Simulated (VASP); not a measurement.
Given:

```
K
1.0
   -2.61471     2.61471     2.61471
    2.61471    -2.61471     2.61471
    2.61471     2.61471    -2.61471
K
1
Cartesian
  0.00000   0.00000   0.00000
```

The numbers are results of PBE GGA with D3 dispersion (zero damping), VASP's PBE PAW potentials (set 64) (plane waves; VASP 6.6.1), not measurements. Run with 520 eV cut-off, 10×10×10 Γ-centred mesh, first-order Methfessel-Paxton smearing of 0.10 eV, potentials K_sv.

**Question.** Give the energy at these volumes per atom, relative to the lowest: 66.92, 69.05, 71.19, 73.33, 75.46 Å³.

**Answer.** 4.3, 1.2, 0.0, 0.6, 2.7 meV/atom. A third-order Birch-Murnaghan fit gives B0 = 4.3 GPa and B0′ = 3.0.

Measured: bulk modulus 3.8 GPa at 0 K (computed value off by +15.7 %), as given by H. Levämäki et al., Physical Review B (2014), arXiv:1402.3671 [corrected for temperature and zero-point phonon effects]; a 5.212 Å at 0 K (computed value off by +0.3 %), as given by Gábor I. Csonka et al., Physical Review B (2009), arXiv:0903.4037 [low-temperature or extrapolated to 0 K; zero-point anharmonic expansion removed].

The compound is K in the bcc structure. It was relaxed first.
